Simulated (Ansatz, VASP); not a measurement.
# Cross-check of AgBi2 between VASP and Ansatz, part 2 of 2

Aim: how closely do two programs agree when they are given the same cell, functional and k mesh? The cell is generated by rule, not measured, and may not be a known phase. The cell is taken from a series of runs on this material, whose earlier steps may have relaxed, scaled, displaced or heated it; both programs get it as it stands.

VASP 6.6.1 and Ansatz 0.2.0.

So far: Starting point; VASP: zone-centre phonons, PBEsol.

The structure was built from a prototype and need not be the compound's stable phase.

## Step 3: Ansatz: zone-centre phonons, PBEsol

Level of this step: Ansatz beside VASP: Kohn-Sham DFT, plane waves, PBEsol (Ansatz).

Ansatz runs on its default PAW (the set named soft_2) files.

The same cell, functional, mesh and smearing now go to Ansatz, which takes its cutoff from its data sets.

File input.yaml:

```yaml
crystal:
  lattice:
    - [0.0, 3.4475219132, 3.4475219132]
    - [3.4475219132, 0.0, 3.4475219132]
    - [3.4475219132, 3.4475219132, 0.0]
  atoms:
    - { symbol: Bi, position: [0.25, 0.25, 0.25] }
    - { symbol: Bi, position: [0.75, 0.75, 0.75] }
    - { symbol: Ag, position: [0.0, 0.0, 0.0] }
kpoints:
  mp_grid: { grid: [10, 10, 10] }
hamiltonian:
  xc: pbesol
scf:
  occupations: { method: methfessel_paxton, width: 0.15 }
output:
  eigenvalues: true
phonons:
  method: dfpt
  qmesh: [2, 2, 2]
  temperatures: { t_max: 1000, t_step: 50 }
  qpath:
    path:
      - [[0.0, 0.0, 0.0], [0.5, 0.0, 0.5], [0.625, 0.25, 0.625]]
      - [[0.375, 0.375, 0.75], [0.0, 0.0, 0.0], [0.5, 0.5, 0.5], [0.5, 0.25, 0.75], [0.5, 0.0, 0.5]]
    npoints: 10
```

Run with:

```sh
$ ansatz run input.yaml --threads 4 --pin off --max-ram 8192MiB --backend cpu --events-out ev --progress --plain --runs-dir out
```

Numbers of over 12 decimals in the logs are rounded to 6 here.

The program printed:

```text
Engine: ansatz 0.2.0, x86_64-unknown-linux-gnu
Pseudopotentials: kind: paw
Pseudopotential: Bi, paw, valence charge 15, recommended cutoff 420 eV (normal), Bi.paw.azcp
Pseudopotential: Ag, paw, valence charge 19, recommended cutoff 420 eV (normal), Ag.paw.azcp
Functional definition: PBEsol
  exchange = pbesol_x
  correlation = pbesol_c
Crystal: 3 atoms, lattice volume = 81.950 Å³
Basis set: ecut = 420 eV, 1639 PW (Γ), exchange–correlation on 72×72×72 points (8 copies of the dense FFT grid, shifted against one another)
Bands: 30, of which v1, the nominal top of the filled ones, is band 25 counted from 1 (24 counted from 0)
Symmetry: 48 space group operations
k-points: 47 of 1000
Non-local potential: Bi, projectors of the file, l = 0: 2, l = 1: 2, l = 2: 2, l = 3: 2
Non-local potential: Ag, projectors of the file, l = 0: 3, l = 1: 2, l = 2: 2, l = 3: 1
PAW form: soft (Blöchl's): semilocal exchange-correlation on the pseudo side does not see the compensation charge
PAW frozen core: Bi, regenerated for the run's functional, and the local potential with it (the file was generated under x = pbe(κ = 0.804, μ = 0.219515), c = pbe(β = 0.066725))
PAW frozen core: Ag, regenerated for the run's functional, and the local potential with it (the file was generated under x = pbe(κ = 0.804, μ = 0.219515), c = pbe(β = 0.066725))
PAW one-centre angular grid: Bi, 590 points (default); XC on 64 Gauss nodes
PAW one-centre angular grid: Ag, 590 points (default); XC on 64 Gauss nodes
Initial density: superposition of atomic densities (neutral atoms: chi_scale 0, normalization atom), corrected by the library's trained network
Initial wavefunctions: pseudopotential atomic-orbital guess
Functional: x = pbesol(κ = 0.804, μ = 0.123457), c = pbesol(β = 0.046)
SCF iter   1: F=—  HF=-32006.113929 eV  |F-HF|=—  |Δ(HF+E_count)|=         —  Δρ=7.59e-3  dr2=5.19e-2  ethr=1.77e-3  ⟨swp⟩=6.1  Hψ=5645  notcnv=0
preconditioner: auto → LDOS  [metal: Δε(μ)=0.009 eV  Ē_g=17.582 eV  σ=0.150 eV  W_gap=0.05  n_scr=14 (ndim 8)  ℏωp=26.3 eV  f_vac=0.041  D(μ)=2.20/eV (n_scr^D=14)  β→1.0]
SCF iter   2: F=—  HF=-32006.107377 eV  |F-HF|=—  |Δ(HF+E_count)|=   6.55e-3  S|Δr|=    0.00e0  Δρ=5.11e-3  dr2=1.37e-2  ethr=1.06e-4  ⟨swp⟩=2.0  Hψ=2939  notcnv=0
SCF iter   3: F=—  HF=-32006.103105 eV  |F-HF|=—  |Δ(HF+E_count)|=   4.27e-3  S|Δr|=    0.00e0  Δρ=8.95e-4  dr2=7.83e-4  ethr=2.79e-5  ⟨swp⟩=2.0  Hψ=2502  notcnv=0
SCF iter   4: F=—  HF=-32006.102942 eV  |F-HF|=—  |Δ(HF+E_count)|=   1.63e-4  S|Δr|=    0.00e0  Δρ=1.07e-4  dr2=1.71e-5  ethr=1.60e-6  ⟨swp⟩=2.0  Hψ=1708  notcnv=0
SCF iter   5: F=—  HF=-32006.102904 eV  |F-HF|=—  |Δ(HF+E_count)|=   3.87e-5  S|Δr|=    0.00e0  Δρ=1.02e-5  dr2=8.75e-8  ethr=3.49e-8  ⟨swp⟩=2.0  Hψ=1724  notcnv=0
SCF iter   6: F=—  HF=-32006.102918 eV  |F-HF|=—  |Δ(HF+E_count)|=   1.42e-5  S|Δr|=    0.00e0  Δρ=1.04e-6  dr2=8.45e-10  ethr=1.79e-10  ⟨swp⟩=2.2  Hψ=2443  notcnv=0
SCF iter   7: F=—  HF=-32006.102918 eV  |F-HF|=—  |Δ(HF+E_count)|=  2.44e-10  S|Δr|=    0.00e0  Δρ=3.94e-7  dr2=1.12e-10  ethr=1.72e-12  ⟨swp⟩=2.0  Hψ=2365  notcnv=0
SCF iter   8: F=-32006.102918 eV  HF=-32006.102918 eV  |F-HF|=7.28e-12  |Δ(HF+E_count)|=  2.18e-11  S|Δr|=    0.00e0  Δρ=1.04e-7  dr2=6.47e-12  ethr=1.00e-12  ⟨swp⟩=8.2  Hψ=8456  notcnv=0
SCF 1 converged in 8 iterations: F = -32006.102918 eV  dr2 = 6.47e-12
  greatest PAW one-centre occupation: 1.001 electrons in one spin orbital (limit 2), on the Ag atom at site 2 (counted from 0), in its partial waves of l = 0
phonons: the bands overlap, so this run is a metal and interpolates without the dipole-dipole term. If the crystal is really an insulator or semiconductor, its LO-TO splitting is missing
NSCF: frozen V_eff on 47 k-points
WARN: eigensolver did not converge (k=27): 1 band(s) unlocked after 20 sweeps at ethr=1.83e-12 eV (storage-precision floor; scheduled 1.00e-12 eV) (lowest unlocked band 29, counted from 0; max residual 2.82e-5 eV among the unlocked bands, 2.82e-5 eV over every band; other slots of this pass that fall short are told together in one closing line; warning suppressed until the next SCF loop or pass starts)
NSCF: frozen V_eff on 102 k-points
DFPT response loops at q = (0, 0, 0) (fractional): preconditioner auto → Kerker (q_TF=auto, 2.504 Å⁻¹) (partly filled bands, converged f_vac=0.041); β = 1.00, the filter's whole step (`scf.mixing.beta` (0.50) is not read by the response loops under this deck's `scf.mixing.preconditioner`; to damp them name `kerker` or `kerker_dos`, under which they read `scf.mixing.beta`, and type it under 1.00, their step now; both keys bind the ground state too); Broyden in place of MSR1
NSCF: frozen V_eff on 564 k-points
DFPT response loops at q = (0, 0, -0.5) (fractional): mixed as the last ones told, above
NSCF: frozen V_eff on 342 k-points
DFPT response loops at q = (0, -0.5, -0.5) (fractional): mixed as the last ones told, above
SCF converged after 8 iterations
Stability not checked: this state was not tested for a lower state beside it, because cold or Methfessel-Paxton smearing, or corrected tetrahedra, fill the levels in a way that the test cannot read (fill_not_monotonic; see scf.lower_state_search)
Free energy (F): -32006.102918 eV
Harris-Foulkes:  -32006.102918 eV  (|F-HF|=7.28e-12)
Internal energy: -32006.098148 eV  (E = F + TS)
E sigma→0 (E₀):  -32006.101725 eV
Entropy (-TS):   -0.004770 eV (-1.590 meV/atom)
Fermi energy:    12.445073 eV
--- Per-component energies (eV) ---
  E_band       = -487.329813
  E_kinetic    = 1134.131590
  E_local      = -5999.158679  (includes V_loc(G=0)·N_el)
  E_nonlocal   = 1205.711860
  E_hartree    = 2340.453934
  E_xc         = -485.632582
  E_vxc        = -524.455312  (∫ρ·V_xc dr)
  E_paw        = -24852.749939  (= ΣΔE_a)
  E_vpaw       = -984.466595  (= ΣTr[D̂ρ^β])
  E_aug_tail   = -0.000656  (compensation charges beyond the density's cutoff)
  E_ewald      = -5349.355921
  E_core_change = 0.502244  (= ΣΔE_core)
  E_smearing   = -0.004770  (= −TS)
  E_closure    = -0.000000  (closes the sum)
  Σ components = -32006.102918   (vs F -32006.102918, Δ=0.00e0)
--- Band table (eV; the first three rows and the last of 47) ---
  k-point 0: bands = [... 21 lower, 11.8132, 11.8132, 11.8132, 13.5614, 13.5614, 13.5614, 14.7241, 15.7832, ... 1 higher]
  k-point 1: bands = [... 21 lower, 11.3170, 11.7004, 11.7004, 13.0055, 13.4565, 13.4565, 15.4437, 15.9652, ... 1 higher]
  k-point 2: bands = [... 21 lower, 10.4132, 11.4367, 11.4367, 12.3721, 13.1740, 13.1740, 15.6669, 16.5173, ... 1 higher]
  k-point 46: bands = [... 21 lower, 7.5555, 8.5758, 10.8016, 12.6783, 15.1705, 16.2260, 16.8988, 17.0500, ... 1 higher]
--- Phonons (Γ-DFPT): 2 representative perturbations + reference (Σ response iterations 6) ---
  ASR residual: 1.454e-4 → 0.000e0 eV/Å²; symmetrization residual: 1.057e-4 eV/Å²
  ASR residual per site (eV/Å²): 1.45e-4 1.45e-4 1.07e-5
  Γ frequencies (cm⁻¹): 0.00 0.00 0.00 78.59 78.59 78.59 109.91 109.91 109.91
--- Phonons (arbitrary-q DFPT): 3 irreducible q on the 2×2×2 mesh ---
  q = [0.0000, 0.0000, 0.0000] (star 1, of the zone-centre solve; hermiticity 5.55e-5, symmetrization 5.04e-12): -0.00 -0.00 0.00 78.59 78.59 78.59 109.91 109.91 109.91
  q = [0.0000, 0.0000, -0.5000] (star 4, 2 solved perturbations on 282 of 1000 k-point pairs; hermiticity 4.34e-6, symmetrization 1.73e-12): 39.49 39.49 62.24 72.92 72.92 89.10 113.24 119.56 119.56
  q = [0.0000, -0.5000, -0.5000] (star 3, 4 solved perturbations in 546 linear systems a pass and spin channel, the states on 171 of 1000 k-point pairs; hermiticity 4.82e-5, symmetrization 1.24e-12): 49.66 49.66 51.80 51.80 58.86 99.00 101.08 111.21 111.21
  sum rule: each row above includes the acoustic sum rule's correction from the zone centre's row sums; it moved no ω² by more than (0.43 cm⁻¹)²
  mesh force constants: q→R imaginary residual 3.42e-17; ASR residual 1.454e-4 → 0.000e0 eV/Å²; symmetrization residual 4.885e-15 eV/Å²
  interpolated dispersion: 62 rows × 9 modes
  density of states and harmonic sums: on the 16×16×16 q-mesh, interpolated from the force constants of a 2×2×2 supercell (no non-analytic term)
  largest difference from the sums on the solved wave vectors: F 9.93e-2 eV, S 1.32e-4 and C_V 3.23e-5 eV/K
  zero-point energy: 0.043554 eV/cell   skipped modes (ω ≤ 0): 3   left out of the sums: 8.14e-5 of the cell's modes: C_V's classical limit lies that fraction below 3 k_B per atom; for a crystal, a wire or a layer, F and S can be off by more, and a phonons.interpolated_qmesh denser along its periods is the remedy for the sampling
```

In the SCF lines HF is the Harris–Foulkes energy and dr2 the Hartree energy of the density residual, in eV; the loop may stop once dr2 is under the threshold and the program's other checks hold. Hψ counts applications of the Hamiltonian.

## Step 4: Comparison

Known differences besides the potentials themselves: VASP's run holds the zone centre alone; the data sets hold 49 valence electrons in Ansatz (on its default PAW (the set named soft_2) files) and 41 in VASP; the cutoff is 420 eV in Ansatz and 500 eV in VASP; Ansatz makes its cores anew for this functional, VASP keeps those of its PBE data sets. Total energies have different zeros and are not compared.

Both answers:

```
                  quantity  Ansatz   VASP  difference
optical mode 1 to 3 (cm⁻¹)    78.6   78.2     +0.44 %
optical mode 4 to 6 (cm⁻¹)   109.9  110.0     -0.08 %
```

Modes are paired by rising frequency, not by their patterns, so a pair may set unlike modes beside each other; they are those without the splitting of longitudinal modes.

## Step 5: Outcome

| Quantity | Value |
| --- | --- |
| r.m.s. difference of the optical zone-centre modes, each program's sorted by frequency (zone-centre phonons, PBEsol) | 0.25 cm⁻¹ |

In words: The r.m.s. difference of the optical zone-centre modes, each program's sorted by frequency is 0.25 cm⁻¹ (zone-centre phonons, PBEsol). The data sets hold unlike numbers of valence electrons (49 in Ansatz and 41 in VASP), so part of the differences comes from the potentials. How closely two codes agree says nothing of how well the functional describes the real material.

[Lines on the potential files, build, host, timing and source positions are cut from VASP's logs without a mark.]

[Logs are printed without paths, hosts, clocks, repeated set-up lines and the standing remarks that a program may print on its own settings, such as how far it seeks lower states.]

[Hosts, paths, dates, database ids (printed as entryN), source tags and the programs' standing remarks are cut or masked in the printed files.]
